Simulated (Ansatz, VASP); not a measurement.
CsC in VASP and in Ansatz

```
Cs C
1.0
     3.23055    0.00000    0.00000
     0.00000    3.23055    0.00000
     0.00000    0.00000    8.96450
Cs C
2 2
Direct
  0.00000 0.50000 0.28097
  0.50000 0.00000 0.71903
  0.00000 0.00000 0.00000
  0.50000 0.50000 0.00000
```

Alike in both runs: task relaxation of cell and atoms; functional PBE; dispersion D3(BJ); k mesh 6 × 6 × 2; occupations gaussian, width 0.1 eV; no spin polarisation.

|  | VASP | Ansatz |
| --- | --- | --- |
| version | VASP 6.6.1 | Ansatz 0.2.0 |
| potentials or method | VASP PAW PBE potentials, release 64 (Cs_sv, C) | scalar-relativistic, plane waves, PAW |
| plane-wave cutoff (eV) | 600 | 420 |
| valence electrons in the cell | 26 | 26 |

Ansatz gave:

| Quantity | Value |
| --- | --- |
| gap on the k mesh at the Fermi level, each at its own relaxed structure (eV) | none |
| relaxed volume (Å³/atom) | 23.77 |
| relaxed cell length with the largest relative difference (Å) | 3.246 |
| energy change over the relaxation (meV/atom) | -3 |

Problem. What did VASP give for the same quantities?

Solution. gap on the k mesh at the Fermi level, each at its own relaxed structure (eV): none; relaxed volume (Å³/atom): 23.96; relaxed cell length with the largest relative difference (Å): 3.264; energy change over the relaxation (meV/atom): -3.

A gap of «none» marks a metal or a gap that the smearing closes.

Caveats: pairwise dispersion overbinds metals, which lowers pressure and volume. The runs have no spin-orbit coupling, so splittings on Cs are missing.
